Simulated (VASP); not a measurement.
OSZICAR of a VASP run on CsSnI₃ (cubic perovskite):

File OSZICAR:
```
       N       E                     dE             d eps       ncg     rms          rms(c)
DAV:   1     0.378248300938E+03    0.37825E+03   -0.18742E+04  1040   0.161E+03
DAV:   2     0.404245623529E+02   -0.33782E+03   -0.33025E+03  1172   0.342E+02
DAV:   3    -0.102395452818E+02   -0.50664E+02   -0.49760E+02  1254   0.132E+02
DAV:   4    -0.125601675926E+02   -0.23206E+01   -0.23174E+01  1244   0.315E+01
DAV:   5    -0.126218702410E+02   -0.61703E-01   -0.61667E-01  1632   0.539E+00    0.808E+00
DAV:   6    -0.125439974975E+02    0.77873E-01   -0.15627E-01  1334   0.234E+00    0.521E+00
DAV:   7    -0.125443618364E+02   -0.36434E-03   -0.20224E-01  1390   0.208E+00    0.565E-01
DAV:   8    -0.125410447171E+02    0.33171E-02   -0.32673E-02  1264   0.119E+00    0.339E-01
DAV:   9    -0.125416638267E+02   -0.61911E-03   -0.20391E-03  1352   0.360E-01    0.131E-01
DAV:  10    -0.125416468978E+02    0.16929E-04   -0.11059E-04  1496   0.102E-01    0.404E-02
DAV:  11    -0.125416687260E+02   -0.21828E-04   -0.87833E-05  1244   0.469E-02    0.399E-02
DAV:  12    -0.125416673218E+02    0.14042E-05   -0.17487E-05  1236   0.201E-02    0.392E-03
DAV:  13    -0.125416676396E+02   -0.31784E-06   -0.16146E-06  1022   0.638E-03
   1 F= -.11493215E+01 E0= -.11492988E+01  d E =-.114932E+01
       N       E                     dE             d eps       ncg     rms          rms(c)
DAV:   1    -0.124494301754E+02    0.92237E-01   -0.81001E-01  1344   0.891E+00    0.115E+00
DAV:   2    -0.124208030298E+02    0.28627E-01   -0.50890E-02  1396   0.247E+00    0.470E-01
DAV:   3    -0.124130224927E+02    0.77805E-02   -0.19417E-02  1414   0.127E+00    0.166E-01
DAV:   4    -0.124126637659E+02    0.35873E-03   -0.98508E-04  1408   0.220E-01    0.155E-01
DAV:   5    -0.124125832185E+02    0.80547E-04   -0.16879E-04  1482   0.106E-01    0.244E-02
DAV:   6    -0.124125839463E+02   -0.72778E-06   -0.21922E-05  1332   0.457E-02    0.443E-03
DAV:   7    -0.124125833772E+02    0.56911E-06   -0.16520E-06   808   0.901E-03
   2 F= -.11497591E+01 E0= -.11497353E+01  d E =-.437587E-03
       N       E                     dE             d eps       ncg     rms          rms(c)
DAV:   1    -0.124781888519E+02   -0.65605E-01   -0.16151E-01  1332   0.405E+00    0.505E-01
DAV:   2    -0.124725676918E+02    0.56212E-02   -0.99623E-03  1384   0.108E+00    0.210E-01
DAV:   3    -0.124710088672E+02    0.15588E-02   -0.38708E-03  1404   0.567E-01    0.725E-02
DAV:   4    -0.124709259372E+02    0.82930E-04   -0.19561E-04  1426   0.988E-02    0.707E-02
DAV:   5    -0.124708964999E+02    0.29437E-04   -0.32461E-05  1480   0.458E-02    0.113E-02
DAV:   6    -0.124708954787E+02    0.10212E-05   -0.42828E-06   950   0.209E-02    0.177E-03
DAV:   7    -0.124708956805E+02   -0.20178E-06   -0.38428E-07   592   0.564E-03
   3 F= -.11505639E+01 E0= -.11505353E+01  d E =-.124241E-02
```

Which electronic solver shows in the log?

It is blocked Davidson (ALGO = Normal, or the opening steps of other solvers). The INCAR had ALGO = Normal.

Can the final energy be trusted as converged?

The run converged. It stopped with EDIFF = 1E-6, NELM = 100, NSW = 40 and EDIFFG = -0.02 after 3 ionic steps (PBE GGA, plane waves, VASP's PBE PAW potentials (set 64)).

The compound is CsSnI3 in the cubic perovskite structure, the ideal cubic form; the compound distorts at low or room temperature. This run relaxes it under an external pressure of 10 GPa. Symmetry was kept, so distortions that lower it aren't found.
